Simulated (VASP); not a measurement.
**TaN: input slips in a relaxation and what they do**

Some relaxations of TaN get a fault in the input on purpose. Which of them show, and how? The starting structure is a computed structure from the Materials Project. The first relaxation on each setting starts from this cell expanded by 3 % in volume.

Method: Kohn-Sham DFT with plane waves and PAW; PBEsol, in VASP 6.6.1.

## (1) The structure

Symmetry: Fm-3m, No. 225, cubic system. The conventional cell has a = 4.423 Å, b = 4.423 Å, c = 4.423 Å, α = 90.00°, β = 90.00°, γ = 90.00°. Nearest to Ta lie 6 N at 2.21 Å. N has 6 Ta at 2.21 Å nearest. Farther neighbours and most contacts between anions are not listed.

## (2) Reference relaxation

This run starts from the cell of an earlier relaxation, which isn't shown; the restart sets up the plane waves anew.

Contents of INCAR:

```
SYSTEM = TaN
PREC = Accurate
ENCUT = 520
EDIFF = 1E-06
NELM = 100
ISMEAR = 1
SIGMA = 0.15
LREAL = .FALSE.
ALGO = Normal
GGA = PS
NBANDS = 14
LASPH = .TRUE.
LORBIT = 11
LWAVE = .FALSE.
LCHARG = .FALSE.
KPAR = 4
IBRION = 2
NSW = 50
ISIF = 3
EDIFFG = -0.006
```

Contents of POSCAR:

```
TaN
1.0
    0.0000000000      2.1897569518      2.1897569518
    2.1897569518      0.0000000000      2.1897569518
    2.1897569518      2.1897569518      0.0000000000
Ta N
1 1
Direct
    0.5000000000      0.5000000000      0.5000000000
    0.0000000000      0.0000000000      0.0000000000
```

Contents of KPOINTS:

```
Automatic mesh
0
Gamma
18 18 18
0 0 0
```

The projector-augmented-wave data sets are Ta_pv and N (PBE family, release 64).

Started as:

```bash
mpirun -np 4 vasp_std
```

Log:

```text
[banner, memory and clock lines left out]
running    4 mpi-ranks, on    1 nodes
 distrk:  each k-point on    1 cores,    4 groups
 distr:  one band on    1 cores,    1 groups

 POSCAR found type information on POSCAR TaN
 POSCAR found :  2 types and       2 ions
|                                                                             |
|               ----> ADVICE to this user running VASP <----                  |
|                                                                             |
|     You enforced a specific xc type in the INCAR file but a different       |
|     [... a line on the potential file left out ...]
|     I HOPE YOU KNOW WHAT YOU ARE DOING!                                     |
|                                                                             |

 LDA part: xc-table for (Slater+PW92), standard interpolation
 POSCAR, INCAR and KPOINTS ok, starting setup
 FFT: planning ... GRIDC
 FFT: planning ... GRID_SOFT
 FFT: planning ... GRID
 WAVECAR not read
 entering main loop
       N       E                     dE             d eps       ncg     rms          rms(c)
DAV:   1     0.893030193181E+02    0.89303E+02   -0.88912E+03  5468   0.121E+03
DAV:   2    -0.230236130233E+02   -0.11233E+03   -0.10556E+03  6714   0.317E+02
DAV:   3    -0.259863897739E+02   -0.29628E+01   -0.29310E+01  6272   0.480E+01
DAV:   4    -0.260012857156E+02   -0.14896E-01   -0.14886E-01  6372   0.354E+00
DAV:   5    -0.260013782581E+02   -0.92542E-04   -0.92541E-04  6174   0.256E-01    0.250E+01
DAV:   6    -0.233394278177E+02    0.26620E+01   -0.57284E+00  6192   0.269E+01    0.106E+01
DAV:   7    -0.232513949090E+02    0.88033E-01   -0.35836E-01  6846   0.571E+00    0.716E+00
DAV:   8    -0.232168971581E+02    0.34498E-01   -0.13111E-01  6480   0.330E+00    0.141E+00
DAV:   9    -0.232128497451E+02    0.40474E-02   -0.12296E-02  6048   0.964E-01    0.364E-01
DAV:  10    -0.232127007450E+02    0.14900E-03   -0.50438E-04  7452   0.280E-01    0.105E-01
DAV:  11    -0.232126706890E+02    0.30056E-04   -0.58794E-05  6158   0.787E-02    0.182E-02
DAV:  12    -0.232126705760E+02    0.11300E-06   -0.33331E-06  7044   0.178E-02
   1 F= -.23212671E+02 E0= -.23212451E+02  d E =-.232127E+02
 curvature:   0.00 expect dE= 0.000E+00 dE for cont linesearch  0.000E+00
 trial: gam= 0.00000 g(F)=  0.176E-60 g(S)=  0.749E-07 ort = 0.000E+00 (trialstep = 0.100E+01)
 search vector abs. value=  0.750E-07
 reached required accuracy - stopping structural energy minimisation
```

Wall time 7.6 s (4 MPI ranks of AMD EPYC 9R45, shared host); peak memory 0.64 GiB; 29 s of CPU time.

Lines that name or quote the potential files are left out of all logs, and their timing lines are given in words.

From OUTCAR (step 2):

```text
ion  position               nearest neighbor table
   1  0.500  0.500  0.500-   2 2.19   2 2.19   2 2.19   2 2.19   2 2.19   2 2.19
   2  0.000  0.000  0.000-   1 2.19   1 2.19   1 2.19   1 2.19   1 2.19   1 2.19

  LATTYP: Found a face centered cubic cell.
 ALAT       =     4.3795139036

 Subroutine GETGRP returns: Found 48 space group operations
 (whereof 48 operations were pure point group operations)

The static configuration has the point symmetry O_h .

 Found    195 irreducible k-points:

   k-points           NKPTS =    195   k-points in BZ     NKDIM =    195   number of bands    NBANDS=     14

   dimension x,y,z NGX =    24 NGY =   24 NGZ =   24
   dimension x,y,z NGXF=    48 NGYF=   48 NGZF=   48

   ENCUT  =  520.0 eV  38.22 Ry    6.18 a.u.   5.76  5.76  5.76*2*pi/ulx,y,z

   NELECT =      16.0000    total number of electrons

 k-points in reciprocal lattice and weights: Automatic mesh
   0.00000000  0.00000000  0.00000000       0.000
   0.05555556  0.00000000  0.00000000       0.001
   0.11111111  0.00000000  0.00000000       0.001
   0.16666667  0.00000000  0.00000000       0.001
   0.22222222  0.00000000  0.00000000       0.001
   0.27777778  0.00000000  0.00000000       0.001
   0.33333333  0.00000000  0.00000000       0.001
   0.38888889  0.00000000  0.00000000       0.001
   0.44444444  0.00000000  0.00000000       0.001
[...]
-0.27777778  0.44444444  0.22222222       0.004
  -0.27777778  0.50000000  0.22222222       0.002

 average (electrostatic) potential at core
       1 -34.4373       2 -61.2276

 E-fermi :   9.5308

 k-point     1 :       0.0000    0.0000    0.0000
  band No.  band energies     occupation
    ...
      8       7.3542      2.00000
      9       7.3542      2.00000
     10       7.3542      2.00000
     11       9.5468      0.82121
     12       9.5468      0.82120
     13      11.1696     -0.00000
     14      18.8992      0.00000

 k-point     2 :       0.0556    0.0000    0.0000
  band No.  band energies     occupation
    ...
      6       5.4016      2.00000
      7       5.4016      2.00000
      8       7.4858      2.00000
      9       7.4858      2.00000
     10       7.5535      2.00000
     11       9.8719     -0.00600
     12       9.8719     -0.00600
     13      11.4014     -0.00000
     14      19.1382      0.00000

 k-point     3 :       0.1111    0.0000    0.0000
  band No.  band energies     occupation
    ...
      6       4.7804      2.00000
      7       4.7804      2.00000
      8       7.7944      2.00000
      9       7.7944      2.00000
     10       7.8662      2.00000
     11      10.6844     -0.00000
     12      10.6844     -0.00000
     13      12.0117     -0.00000
     14      19.8126      0.00000

  Total       -0.0010173     -0.0010173     -0.0010173      0.0000000      0.0000000      0.0000000
  in kB       -0.0776178     -0.0776178     -0.0776178      0.0000000      0.0000000      0.0000000
  external PRESSURE =      -0.0776178 kB  Pullay stress =       0.0000000 kB

  energy-cutoff  :      520.00
  volume of cell :       21.00
      direct lattice vectors                 reciprocal lattice vectors
     0.000000000  2.189756952  2.189756952    -0.228335843  0.228335843  0.228335843
     2.189756952  0.000000000  2.189756952     0.228335843 -0.228335843  0.228335843
     2.189756952  2.189756952  0.000000000     0.228335843  0.228335843 -0.228335843

 POSITION                                       TOTAL-FORCE (eV/Angst)
 -----------------------------------------------------------------------------------
      2.18976      2.18976      2.18976         0.000000      0.000000      0.000000
      0.00000      0.00000      0.00000        -0.000000     -0.000000     -0.000000
 -----------------------------------------------------------------------------------
    total drift:                                0.000000     -0.000000     -0.000000

  FREE ENERGIE OF THE ION-ELECTRON SYSTEM (eV)
  ---------------------------------------------------
  free  energy   TOTEN  =       -23.2126705760 eV

  energy  without entropy=      -23.2120106475  energy(sigma->0) =      -23.21245060

 reached required accuracy - stopping structural energy minimisation

 total charge
# of ion       s       p       d       tot
------------------------------------------
    1        0.277   6.230   2.476   8.983
    2        1.222   2.536   0.000   3.759
--------------------------------------------------
tot          1.499   8.767   2.476  12.741

[... 3 further parts left out ...]
```

The PAW data sets were made with PBE, which is usual practice but a small mismatch for other functionals. The run keeps the 48 symmetry operations of its start, so it cannot find a distortion of lower symmetry.

The reference relaxation ends at 10.500 Å³ an atom.

## (3) Relaxation with one electron too many

A slip made on purpose: one electron too many. Against step 2 the input has NELECT = 17 (also changed: NELM).

INCAR: that of step 2 with these lines changed.

```diff
@@ -4,3 +4,3 @@
 EDIFF = 1E-06
-NELM = 100
+NELM = 60
 ISMEAR = 1
@@ -20 +20,2 @@
 EDIFFG = -0.006
+NELECT = 17
```

Contents of POSCAR:

```
TaN
1.0
    0.0000000000      2.2332187111      2.2332187111
    2.2332187111      0.0000000000      2.2332187111
    2.2332187111      2.2332187111      0.0000000000
Ta N
1 1
Direct
    0.5000000000      0.5000000000      0.5000000000
    0.0000000000      0.0000000000      0.0000000000
```

KPOINTS is that of step 2.

Started as:

```bash
mpirun -np 4 vasp_std
```

Log:

```text
[banner, memory and clock lines left out]
running    4 mpi-ranks, on    1 nodes
[...]
[... a notice as in an earlier step ...]

 LDA part: xc-table for (Slater+PW92), standard interpolation
 POSCAR, INCAR and KPOINTS ok, starting setup
[...]
entering main loop
       N       E                     dE             d eps       ncg     rms          rms(c)
DAV:   1     0.102973653821E+03    0.10297E+03   -0.93333E+03  5476   0.124E+03
DAV:   2    -0.126476848497E+02   -0.11562E+03   -0.10954E+03  6672   0.325E+02
DAV:   3    -0.160183173413E+02   -0.33706E+01   -0.33032E+01  6290   0.513E+01
DAV:   4    -0.160383000364E+02   -0.19983E-01   -0.19936E-01  6342   0.400E+00
DAV:   5    -0.160384341785E+02   -0.13414E-03   -0.13414E-03  6162   0.295E-01BRMIX: very serious problems
 the old and the new charge density differ
 old charge density:    16.00000 new   17.00000
BRMIX: very serious problems
 the old and the new charge density differ
 old charge density:    16.00000 new   17.00000
BRMIX: very serious problems
[...]
BRMIX: very serious problems
 the old and the new charge density differ
 old charge density:    16.00000 new   17.00000
    0.225E+01
DAV:   6    -0.139516149846E+02    0.20868E+01   -0.74475E+00  6134   0.268E+01    0.103E+01
DAV:   7    -0.138287555942E+02    0.12286E+00   -0.49424E-01  5826   0.716E+00    0.746E+00
DAV:   8    -0.138079754557E+02    0.20780E-01   -0.11827E-01  6204   0.286E+00    0.184E+00
DAV:   9    -0.138008981851E+02    0.70773E-02   -0.11668E-02  6318   0.903E-01    0.250E-01
DAV:  10    -0.138006399245E+02    0.25826E-03   -0.13666E-03  6702   0.363E-01    0.863E-02
DAV:  11    -0.138006272505E+02    0.12674E-04   -0.58364E-05  6084   0.662E-02    0.198E-02
DAV:  12    -0.138006258484E+02    0.14021E-05   -0.44563E-06  6372   0.210E-02    0.251E-03
DAV:  13    -0.138006258300E+02    0.18347E-07   -0.12543E-07  2826   0.330E-03
   1 F= -.13800626E+02 E0= -.13800542E+02  d E =-.138006E+02
[... from here on, the cycles between the ionic steps are left out ...]
   2 F= -.13831626E+02 E0= -.13831450E+02  d E =-.309997E-01
   3 F= -.14900342E+02 E0= -.14900729E+02  d E =-.109972E+01
   4 F= -.14903110E+02 E0= -.14903546E+02  d E =-.110248E+01
   5 F= -.14903399E+02 E0= -.14903855E+02  d E =-.110277E+01
[...]
reached required accuracy - stopping structural energy minimisation
```

It took 28 s on 4 MPI ranks; peak memory 0.67 GiB; 1.8 min of CPU time.

From OUTCAR (step 3):

```text
  Total        0.0088053      0.0088053      0.0088053     -0.0000000     -0.0000000     -0.0000000
  in kB        0.4840027      0.4840027      0.4840027     -0.0000000     -0.0000000     -0.0000000
  external PRESSURE =       0.4840027 kB  Pullay stress =       0.0000000 kB

 POSITION                                       TOTAL-FORCE (eV/Angst)
 -----------------------------------------------------------------------------------
      2.44263      2.44263      2.44263         0.000000     -0.000000     -0.000000
      0.00000      0.00000      0.00000        -0.000000      0.000000      0.000000
 -----------------------------------------------------------------------------------
    total drift:                                0.000000     -0.000000      0.000000

  FREE ENERGIE OF THE ION-ELECTRON SYSTEM (eV)
  ---------------------------------------------------
  free  energy   TOTEN  =       -14.9033989403 eV

  energy  without entropy=      -14.9047658166  energy(sigma->0) =      -14.90385457

[... 2 parts as in an earlier step ...]

[... 2 further parts left out ...]
[key lines of the parts left out:]
E-fermi :   6.7009
```

With one electron too many the cell ends at 14.574 Å³ an atom, +38.80 % from the reference.

## (4) Relaxation with a loose energy criterion for the relaxation

A slip made on purpose: a loose energy criterion for the relaxation. Against step 2 the input has EDIFFG = 0.1 (also changed: NELM).

INCAR: that of step 3 with these lines changed.

```diff
@@ -19,3 +19,2 @@
 ISIF = 3
-EDIFFG = -0.006
-NELECT = 17
+EDIFFG = 0.1
```

POSCAR is that of step 3.

KPOINTS is that of step 3.

Started as:

```bash
mpirun -np 4 vasp_std
```

Log:

```text
[... set-up lines as in an earlier step ...]
 entering main loop
       N       E                     dE             d eps       ncg     rms          rms(c)
DAV:   1     0.861127581667E+02    0.86113E+02   -0.89384E+03  5476   0.120E+03
DAV:   2    -0.228006920476E+02   -0.10891E+03   -0.10245E+03  6672   0.308E+02
DAV:   3    -0.259144377638E+02   -0.31137E+01   -0.30570E+01  6290   0.482E+01
DAV:   4    -0.259322804375E+02   -0.17843E-01   -0.17832E-01  6342   0.374E+00
[...]
DAV:  10    -0.231360489062E+02    0.17040E-03   -0.44627E-04  7330   0.254E-01    0.102E-01
DAV:  11    -0.231360242139E+02    0.24692E-04   -0.47864E-05  6066   0.652E-02    0.147E-02
DAV:  12    -0.231360244143E+02   -0.20032E-06   -0.22930E-06  6978   0.143E-02
   1 F= -.23136024E+02 E0= -.23135794E+02  d E =-.231360E+02
[...]
N       E                     dE             d eps       ncg     rms          rms(c)
DAV:   1    -0.251992888279E+02   -0.20633E+01   -0.75359E+01  5628   0.983E+01    0.197E+01
[...]
DAV:   7    -0.227500497326E+02    0.28908E-06   -0.34922E-06  7162   0.207E-02
   2 F= -.22750050E+02 E0= -.22749837E+02  d E =0.385975E+00
 trial-energy change:    0.385975  1 .order    0.444382   -0.479033    1.367797
 step:   0.2992(harm=  0.2594)  dis= 0.00000  next Energy=   -23.209244 (dE=-0.732E-01)
[...]
N       E                     dE             d eps       ncg     rms          rms(c)
DAV:   1    -0.243997039306E+02   -0.16497E+01   -0.41692E+01  6048   0.802E+01    0.133E+01
DAV:   2    -0.234641912866E+02    0.93551E+00   -0.12336E+00  6024   0.110E+01    0.568E+00
DAV:   3    -0.232109229525E+02    0.25327E+00   -0.75200E-01  6852   0.864E+00    0.721E-01
DAV:   4    -0.232133224749E+02   -0.23995E-02   -0.98050E-03  6410   0.872E-01    0.236E-01
DAV:   5    -0.232135542945E+02   -0.23182E-03   -0.11556E-03  7428   0.324E-01    0.116E-01
DAV:   6    -0.232135829835E+02   -0.28689E-04   -0.13674E-04  6980   0.112E-01    0.491E-02
DAV:   7    -0.232135783178E+02    0.46657E-05   -0.10718E-05  6510   0.337E-02    0.141E-02
DAV:   8    -0.232135783127E+02    0.50934E-08   -0.12993E-06  4810   0.943E-03
   3 F= -.23213578E+02 E0= -.23213358E+02  d E =-.775539E-01
[...]
reached required accuracy - stopping structural energy minimisation
```

Elapsed: 17 s, on 4 MPI ranks; peak memory 0.65 GiB.

OUTCAR, selected parts (step 4):

```text
  Total       -0.1286958     -0.1286958     -0.1286958      0.0000000      0.0000000      0.0000000
  in kB       -9.7919450     -9.7919450     -9.7919450      0.0000000      0.0000000      0.0000000
  external PRESSURE =      -9.7919450 kB  Pullay stress =       0.0000000 kB

 POSITION                                       TOTAL-FORCE (eV/Angst)
 -----------------------------------------------------------------------------------
      2.19176      2.19176      2.19176         0.000000      0.000000     -0.000000
      0.00000      0.00000      0.00000        -0.000000     -0.000000      0.000000
 -----------------------------------------------------------------------------------
    total drift:                                0.000000     -0.000000     -0.000000

  FREE ENERGIE OF THE ION-ELECTRON SYSTEM (eV)
  ---------------------------------------------------
  free  energy   TOTEN  =       -23.2135783127 eV

  energy  without entropy=      -23.2129168813  energy(sigma->0) =      -23.21335784

[... 2 parts as in an earlier step ...]

[... 2 further parts left out ...]
[key lines of the parts left out:]
E-fermi :   9.4994
```

With a loose energy criterion for the relaxation the cell ends at 10.529 Å³ an atom, +0.27 % from the reference.

## (5) Relaxation with too few ionic steps

A slip made on purpose: too few ionic steps. Against step 2 the input has NSW = 2 (also changed: NELM).

INCAR: that of step 4 with these lines changed.

```diff
@@ -17,4 +17,4 @@
 IBRION = 2
-NSW = 50
+NSW = 2
 ISIF = 3
-EDIFFG = 0.1
+EDIFFG = -0.006
```

POSCAR is that of step 4.

KPOINTS is that of step 4.

Started as:

```bash
mpirun -np 4 vasp_std
```

Log:

```text
[... set-up lines as in an earlier step ...]
 entering main loop
       N       E                     dE             d eps       ncg     rms          rms(c)
[... 12 cycles as in an earlier step ...]
   1 F= -.23136024E+02 E0= -.23135794E+02  d E =-.231360E+02
[...]
N       E                     dE             d eps       ncg     rms          rms(c)
[... 7 cycles as in an earlier step ...]
   2 F= -.22750050E+02 E0= -.22749837E+02  d E =0.385975E+00
 trial-energy change:    0.385975  1 .order    0.444382   -0.479033    1.367797
 step:   0.2992(harm=  0.2594)  dis= 0.00000  next Energy=   -23.209244 (dE=-0.732E-01)
```

Wall time 12 s (4 MPI ranks); peak memory 0.67 GiB.

(Part 1 of 2 ends here.)

[Lines on the potential files, build, host, timing and source positions are cut from VASP's logs without a mark.]

[Logs are printed without paths, hosts, clocks, repeated set-up lines and the standing remarks that a program may print on its own settings, such as how far it seeks lower states.]

[Hosts, paths, dates, database ids (printed as entryN), source tags and the programs' standing remarks are cut or masked in the printed files.]
